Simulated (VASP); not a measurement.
# ZnS (Wurtzite-2H): structure and properties in VASP, part 3 of 4

Aim: relax ZnS (Wurtzite-2H), then compute properties on the relaxed cell. The start is a cell from a database of measured crystal structures.

VASP 6.6.1; LDA; plane waves and PAW (Zn, S).

So far, gap on the k-mesh (eV): step 2 (full relaxation (LDA)) 2.22; step 3 (second relaxation) 2.23. The relaxed cell has a = 3.738, c = 6.141 Å (conventional setting).

The database entry behind the starting cell differs from later determinations by our own check (about 0.4 % short), so it need not match the best structure at ambient conditions.

### Step 5. Bands along the symmetry lines (LDA)

The mesh alone shows little of the dispersion and can miss band extrema, so KPOINTS_OPT adds a path through the symmetry points after the self-consistent cycle.

INCAR

```
SYSTEM = ZnS
PREC = Accurate
ENCUT = 400
EDIFF = 1E-06
NELM = 100
ISMEAR = 0
SIGMA = 0.05
LREAL = .FALSE.
ALGO = Normal
GGA = CA
NBANDS = 32
LORBIT = 11
LWAVE = .FALSE.
LCHARG = .FALSE.
KPAR = 4
```

POSCAR

```
ZnS
1.0
    3.7378232446      0.0000000000      0.0000000000
   -1.8689116223      3.2370498847      0.0000000000
    0.0000000000      0.0000000000      6.1409961758
Zn S
2 2
Direct
    0.3333333333      0.6666666667      0.0056103564
    0.6666666667      0.3333333333      0.5056103564
    0.3333333333      0.6666666667      0.3793896436
    0.6666666667      0.3333333333      0.8793896436
```

KPOINTS

```
Automatic mesh
0
Gamma
7 7 4
0 0 0
```

KPOINTS_OPT

```
Line mode
16
Line-mode
Reciprocal
  0.00000000   0.00000000   0.00000000 GAMMA
  0.50000000   0.00000000   0.00000000 M

  0.50000000   0.00000000   0.00000000 M
  0.33333333   0.33333333   0.00000000 K

  0.33333333   0.33333333   0.00000000 K
  0.00000000   0.00000000   0.00000000 GAMMA

  0.00000000   0.00000000   0.00000000 GAMMA
  0.00000000   0.00000000   0.50000000 A

  0.00000000   0.00000000   0.50000000 A
  0.50000000   0.00000000   0.50000000 L

  0.50000000   0.00000000   0.50000000 L
  0.33333333   0.33333333   0.50000000 H

  0.33333333   0.33333333   0.50000000 H
  0.00000000   0.00000000   0.50000000 A

  0.50000000   0.00000000   0.50000000 L
  0.50000000   0.00000000   0.00000000 M

  0.33333333   0.33333333   0.00000000 K
  0.33333333   0.33333333   0.50000000 H
```

Potentials, in the order of the species: Zn and S (LDA family, release 64).

On the command line:

```
$ mpirun -np 4 vasp_std
```

Output:

```text
[... set-up lines as in an earlier step ...]
 entering main loop
       N       E                     dE             d eps       ncg     rms          rms(c)
DAV:   1     0.236403582242E+03    0.23640E+03   -0.14039E+04  1536   0.117E+03
DAV:   2     0.804027214485E+01   -0.22836E+03   -0.21274E+03  1552   0.291E+02
DAV:   3    -0.166918577948E+02   -0.24732E+02   -0.24388E+02  1848   0.942E+01
DAV:   4    -0.172709121107E+02   -0.57905E+00   -0.57839E+00  1736   0.151E+01
DAV:   5    -0.172777024320E+02   -0.67903E-02   -0.67899E-02  1848   0.157E+00    0.109E+01
DAV:   6    -0.164569937869E+02    0.82071E+00   -0.12210E+00  2344   0.317E+01    0.820E+00
DAV:   7    -0.164132519344E+02    0.43742E-01   -0.84240E-01  1832   0.573E+00    0.329E+00
DAV:   8    -0.164010982403E+02    0.12154E-01   -0.19928E-02  1904   0.120E+00    0.743E-01
DAV:   9    -0.163997331712E+02    0.13651E-02   -0.47319E-03  1816   0.329E-01    0.195E-01
DAV:  10    -0.163997692253E+02   -0.36054E-04   -0.23075E-04  1744   0.781E-02    0.137E-01
DAV:  11    -0.163997871923E+02   -0.17967E-04   -0.14398E-05  2144   0.769E-02    0.282E-02
DAV:  12    -0.163997870106E+02    0.18166E-06   -0.92099E-06  1968   0.433E-02
   1 F= -.16399787E+02 E0= -.16399787E+02  d E =-.292200E-11
 Start KPOINTS_OPT (optional k-point list driver)
k-point batch [1-24\144]
       N       E                     dE             ncg
DAV:   1     0.319706198798E+04   -0.13608E+05     1552
DAV:   2    -0.223892542678E+04   -0.54360E+04     1536
DAV:   3    -0.281087803492E+04   -0.57195E+03     1848
DAV:   4    -0.282266669311E+04   -0.11789E+02     1808
DAV:   5    -0.282279157576E+04   -0.12488E+00     1872
DAV:   6    -0.282279370702E+04   -0.21313E-02     1784
DAV:   7    -0.282279375142E+04   -0.44401E-04     1896
DAV:   8    -0.282279375230E+04   -0.88109E-06     1336
[...]
k-point batch [121-144\144]
       N       E                     dE             ncg
DAV:   1     0.304091886940E+04   -0.23862E+05     1536
DAV:   2    -0.238853535766E+04   -0.54295E+04     1560
DAV:   3    -0.296758034817E+04   -0.57904E+03     1840
DAV:   4    -0.297953878899E+04   -0.11958E+02     1856
DAV:   5    -0.297966683805E+04   -0.12805E+00     1808
DAV:   6    -0.297966903905E+04   -0.22010E-02     1856
DAV:   7    -0.297966908433E+04   -0.45281E-04     1920
DAV:   8    -0.297966908519E+04   -0.86523E-06     1368
```

Elapsed: 12 s, on 4 MPI ranks of Intel Xeon 6975P-C (Granite Rapids), shared host; peak memory 0.73 GiB.

Parts of OUTCAR (step 5):

```text
   k-points           NKPTS =     24   k-points in BZ     NKDIM =     24   number of bands    NBANDS=     32

   NELECT =      36.0000    total number of electrons

 E-fermi :   2.7528

 k-point     1 :       0.0000    0.0000    0.0000
  band No.  band energies     occupation
    ...
     14       1.5472      2.00000
     15       1.5472      2.00000
     16       2.4352      2.00000
     17       2.5383      2.00000
     18       2.5383      2.00000
     19       4.7655      0.00000
     20       5.5570      0.00000
     21       8.6596      0.00000
     22       8.6596      0.00000
     23       8.9084      0.00000
    ...

  Total        0.0390877      0.0390877      0.0551480      0.0000000      0.0000000      0.0000000
  in kB        0.8428369      0.8428369      1.1891405      0.0000000      0.0000000      0.0000000
  external PRESSURE =       0.9582714 kB  Pullay stress =       0.0000000 kB

 POSITION                                       TOTAL-FORCE (eV/Angst)
 -----------------------------------------------------------------------------------
     -0.00000      2.15803      0.03445         0.000000     -0.000000     -0.002136
      1.86891      1.07902      3.10495         0.000000      0.000000     -0.002136
     -0.00000      2.15803      2.32983        -0.000000      0.000000      0.002136
      1.86891      1.07902      5.40033         0.000000     -0.000000      0.002136
 -----------------------------------------------------------------------------------
    total drift:                               -0.000001     -0.000001     -0.000508

  FREE ENERGIE OF THE ION-ELECTRON SYSTEM (eV)
  ---------------------------------------------------
  free  energy   TOTEN  =       -16.3997870106 eV

  energy  without entropy=      -16.3997870106  energy(sigma->0) =      -16.39978701

[... 8 parts as in an earlier step ...]

[... 8 further parts left out ...]
```

This step gave:

```
SCF cycles                        : 12
bands                             : 32
Fermi energy                      : 2.753 eV
pressure                          : 0.09583 GPa
least gap on mesh and path        : 2.227 eV
least direct gap on mesh and path : 2.227 eV
```

The electronic bands at the labelled points (eV, zero at the valence-band top; v1 is the highest filled band, c1 the lowest empty one):

```
          point     v4     v3     v2     v1    c1    c2    c3    c4
              Γ  -0.99  -0.10   0.00   0.00  2.23  3.02  6.12  6.12
0.47 of the way  -2.17  -1.74  -0.65  -0.45  3.85  4.00  5.77  6.43
              M  -3.62  -2.47  -1.92  -0.98  3.42  4.22  4.88  6.73
0.53 of the way  -3.71  -3.01  -2.10  -1.77  4.27  4.91  5.30  7.02
              K  -4.27  -2.59  -2.59  -2.33  3.86  6.04  6.04  7.73
0.53 of the way  -2.72  -2.04  -0.84  -0.80  4.32  4.89  5.37  5.79
              Γ  -0.99  -0.10   0.00   0.00  2.23  3.02  6.12  6.12
0.53 of the way  -0.84  -0.84  -0.18  -0.18  3.20  3.23  6.07  6.24
              A  -0.52  -0.52  -0.52  -0.52  3.53  3.53  6.61  6.61
0.47 of the way  -1.87  -1.87  -1.14  -1.14  4.22  4.22  5.73  5.73
              L  -1.81  -1.81  -1.79  -1.79  3.34  3.34  5.03  5.03
0.47 of the way  -2.63  -2.63  -1.60  -1.60  3.95  3.95  5.64  5.64
              H  -3.39  -3.39  -1.51  -1.51  4.38  4.38  6.11  6.11
0.47 of the way  -1.98  -1.98  -1.75  -1.75  4.57  4.57  5.89  5.89
              A  -0.52  -0.52  -0.52  -0.52  3.53  3.53  6.61  6.61
      jump to L  -1.81  -1.81  -1.79  -1.79  3.34  3.34  5.03  5.03
0.53 of the way  -2.98  -2.30  -1.62  -1.21  3.33  3.55  5.58  5.98
              M  -3.62  -2.47  -1.92  -0.98  3.42  4.22  4.88  6.73
      jump to K  -4.27  -2.59  -2.59  -2.33  3.86  6.04  6.04  7.73
0.53 of the way  -3.98  -2.72  -1.99  -1.99  4.62  5.11  5.11  7.40
              H  -3.39  -3.39  -1.51  -1.51  4.38  4.38  6.11  6.11
```

The largest weight of each band there:

```
point      v4      v3      v2      v1       c1       c2       c3       c4
    Γ  S 0.70  S 0.74  S 0.74  S 0.74   S 0.53  Zn 0.70  Zn 1.00  Zn 1.00
    M  S 0.58  S 0.69  S 0.63  S 0.71  Zn 0.83  Zn 0.58  Zn 0.51  Zn 0.91
    K  S 0.62  S 0.61  S 0.61  S 0.61  Zn 0.87   S 0.53   S 0.53   S 0.68
    Γ  S 0.70  S 0.74  S 0.74  S 0.74   S 0.53  Zn 0.70  Zn 1.00  Zn 1.00
    A  S 0.72  S 0.72  S 0.72  S 0.72  Zn 0.60  Zn 0.60  Zn 0.92  Zn 0.92
    L  S 0.67  S 0.67  S 0.68  S 0.68  Zn 0.72  Zn 0.72  Zn 0.83  Zn 0.83
```

The path finds the gap of the mesh within 0.02 eV, so the mesh comes close to both band edges.

### Step 6. Total and projected DOS (LDA)

A density of states needs more k-points than a total energy; ISMEAR = -5 takes tetrahedra, and LORBIT projects the states on the PAW spheres. The mesh is finer than in the run before.

INCAR, as its differences from that of step 5:

```diff
@@ -5,3 +5,3 @@
 NELM = 100
-ISMEAR = 0
+ISMEAR = -5
 SIGMA = 0.05
@@ -15 +15,2 @@
 KPAR = 4
+NEDOS = 2001
```

POSCAR is that of step 5.

KPOINTS

```
Automatic mesh
0
Gamma
10 10 6
0 0 0
```

On the command line:

```
$ mpirun -np 4 vasp_std
```

Output:

```text
[... set-up lines as in an earlier step ...]
 entering main loop
       N       E                     dE             d eps       ncg     rms          rms(c)
DAV:   1     0.238557947557E+03    0.23856E+03   -0.13870E+04  3600   0.117E+03
DAV:   2     0.854058550065E+01   -0.23002E+03   -0.21438E+03  3616   0.294E+02
DAV:   3    -0.166819380695E+02   -0.25223E+02   -0.24884E+02  4312   0.954E+01
DAV:   4    -0.172714424501E+02   -0.58950E+00   -0.58883E+00  4216   0.152E+01
DAV:   5    -0.172784055432E+02   -0.69631E-02   -0.69625E-02  4336   0.160E+00    0.109E+01
DAV:   6    -0.164584033783E+02    0.82000E+00   -0.12251E+00  5432   0.317E+01    0.820E+00
DAV:   7    -0.164144558260E+02    0.43948E-01   -0.83598E-01  4288   0.573E+00    0.330E+00
DAV:   8    -0.164023746812E+02    0.12081E-01   -0.19941E-02  4440   0.121E+00    0.738E-01
DAV:   9    -0.164010196484E+02    0.13550E-02   -0.46762E-03  4248   0.328E-01    0.193E-01
DAV:  10    -0.164010561963E+02   -0.36548E-04   -0.23218E-04  4168   0.783E-02    0.135E-01
DAV:  11    -0.164010739792E+02   -0.17783E-04   -0.14077E-05  5064   0.750E-02    0.281E-02
DAV:  12    -0.164010737630E+02    0.21622E-06   -0.91504E-06  4664   0.424E-02
   1 F= -.16401074E+02 E0= -.16401074E+02  d E =0.000000E+00
```

Run time: 8.4 s. Hardware: 4 MPI ranks; peak memory 0.71 GiB; 30 s of CPU time.

Parts of OUTCAR (step 6):

```text
   k-points           NKPTS =     56   k-points in BZ     NKDIM =     56   number of bands    NBANDS=     32

   NELECT =      36.0000    total number of electrons

 E-fermi :   2.5427

 k-point     1 :       0.0000    0.0000    0.0000
  band No.  band energies     occupation
    ...
     14       1.5467      2.00000
     15       1.5467      2.00000
     16       2.4347      2.00000
     17       2.5377      2.00000
     18       2.5377      2.00000
     19       4.7652      0.00000
     20       5.5569      0.00000
     21       8.6595      0.00000
     22       8.6595      0.00000
     23       8.9083      0.00000
    ...

  Total        0.0317626      0.0317626      0.0583004      0.0000000      0.0000000      0.0000000
  in kB        0.6848881      0.6848881      1.2571148      0.0000000      0.0000000      0.0000000
  external PRESSURE =       0.8756303 kB  Pullay stress =       0.0000000 kB

 POSITION                                       TOTAL-FORCE (eV/Angst)
 -----------------------------------------------------------------------------------
     -0.00000      2.15803      0.03445         0.000000      0.000000     -0.002633
      1.86891      1.07902      3.10495         0.000000     -0.000000     -0.002633
     -0.00000      2.15803      2.32983         0.000000     -0.000000      0.002633
      1.86891      1.07902      5.40033        -0.000000      0.000000      0.002633
 -----------------------------------------------------------------------------------
    total drift:                               -0.000001     -0.000001     -0.000451

  FREE ENERGIE OF THE ION-ELECTRON SYSTEM (eV)
  ---------------------------------------------------
  free  energy   TOTEN  =       -16.4010737630 eV

  energy  without entropy=      -16.4010737630  energy(sigma->0) =      -16.40107376

[... 7 parts as in an earlier step ...]

[... 9 further parts left out ...]
```

This step gave:

```
irreducible k-points           : 56
Fermi energy                   : 2.543 eV
pressure                       : 0.08756 GPa
gap on the k-mesh              : 2.228 eV
least direct gap on the k-mesh : 2.228 eV
```

The density of states has structure finer than the step of the table below, so its rows give means over 1 eV, whole bins alone (the curve runs from -12.0 to 6.76 eV). Peaks (eV: height): total -6.7: 30.4, -6.2: 44.0; S p -6.7: 1.87, -5.1: 1.08, -1.5: 2.08, 5.6: 0.572; Zn d -6.6: 25.4, -6.2: 42.3; Zn s -6.8: 0.446, -5.1: 1.04, 4.2: 0.667, 5.5: 0.464; Zn p -1.6: 0.475, 5.6: 0.542, 6.1: 0.399, 6.4: 0.483.

States under -12.0 eV and over 6.8 eV are left out. Density of states against energy, zero at the valence-band top; means over each step; values in states/eV/cell:

```
energy (eV)   total     S p     Zn d    Zn s    Zn p
         -8       0       0        0       0       0
         -7    8.55   0.486     7.18   0.100  0.0347
         -6    11.5   0.177     10.6  0.0872  0.0280
         -5    2.10   0.460    0.470   0.409  0.0485
         -4    1.48   0.369    0.294   0.177  0.0806
         -3    2.17   0.715    0.264  0.0989   0.203
         -2    3.35    1.35    0.354  0.0543   0.336
         -1    2.60    1.18    0.307  0.0162   0.221
          0   0.294   0.149   0.0414  2.5e-4  0.0160
          1       0       0        0       0       0
          2  9.3e-4  7.7e-5        0  2.2e-4       0
          3   0.257  0.0178  0.00775  0.0479  0.0150
          4    2.88   0.260    0.102   0.496   0.209
          5    1.70   0.224   0.0783   0.243   0.127
          6    2.91   0.371    0.119   0.239   0.374
```

The gap on this mesh is 2.23 eV. In the top eV of the valence band the largest shares in the PAW spheres are S p 48 %, Zn d 13 % and Zn p 7 %. The rest lies in smaller channels or between the spheres.

(Part 3 of 4 ends here.)

[Lines on the potential files, build, host, timing and source positions are cut from VASP's logs without a mark.]

[Logs are printed without paths, hosts, clocks, repeated set-up lines and the standing remarks that a program may print on its own settings, such as how far it seeks lower states.]

[Hosts, paths, dates, database ids (printed as entryN), source tags and the programs' standing remarks are cut or masked in the printed files.]

[Measured values are set beside computed ones only where the two were judged alike; some that the calculation misses by far are left out.]

[In band tables of VASP the shares of atoms and orbitals are scaled to a sum of 1 inside the atoms' spheres.]
